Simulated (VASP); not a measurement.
Input:

```yaml
crystal:
  lattice:
    - [4.74628, 0.00000, 0.00000]
    - [0.00000, 4.74628, 0.00000]
    - [0.00000, 0.00000, 4.25597]
  atoms:
    - { symbol: Zn, position: [0.50000, 0.00000, 0.94476] }
    - { symbol: Zn, position: [0.00000, 0.50000, 0.05524] }
    - { symbol: S, position: [0.00000, 0.00000, 0.00000] }
    - { symbol: S, position: [0.50000, 0.50000, 0.00000] }
```

All values below come from r2SCAN meta-GGA, VASP's PBE PAW potentials (set 64) (plane waves; VASP). Numerical set-up: 400 eV cut-off, 7×7×8 Γ-centred mesh, tetrahedra with Blöchl corrections, potentials Zn S.

### Question
Give the energies of bands 10 to 21 at the high-symmetry points, in eV from the Fermi level.

### Answer

| band | Γ | X | M | Z | R | A |
|---|---|---|---|---|---|---|
| 10 | -7.04 | -7.01 | -7.00 | -6.95 | -7.01 | -7.00 |
| 11 | -6.80 | -7.01 | -7.00 | -6.80 | -6.95 | -6.96 |
| 12 | -6.14 | -7.01 | -7.00 | -6.12 | -6.95 | -6.96 |
| 13 | -4.97 | -3.86 | -5.80 | -4.83 | -3.65 | -5.57 |
| 14 | -4.97 | -3.86 | -5.80 | -4.83 | -3.65 | -5.57 |
| 15 | -2.54 | -3.48 | -1.09 | -3.91 | -3.36 | -2.00 |
| 16 | -1.76 | -3.48 | -1.09 | -1.69 | -3.36 | -2.00 |
| 17 | -1.76 | -1.40 | 0.30 | -1.69 | -2.49 | 0.35 |
| 18 | -0.78 | -1.40 | 0.30 | -1.30 | -2.49 | 0.35 |
| 19 | -0.59 | 3.70 | 4.40 | -0.29 | 3.58 | 1.76 |
| 20 | 1.19 | 3.70 | 4.40 | 2.31 | 3.58 | 1.76 |
| 21 | 4.91 | 5.76 | 5.61 | 4.83 | 4.72 | 6.33 |

It has no gap at this level: it comes out as a metal or semimetal.

The structure was generated: ZnS was put into the litharge type (P4/nmm), which need not be its known phase. It was relaxed first, which changed the volume by +24 %.
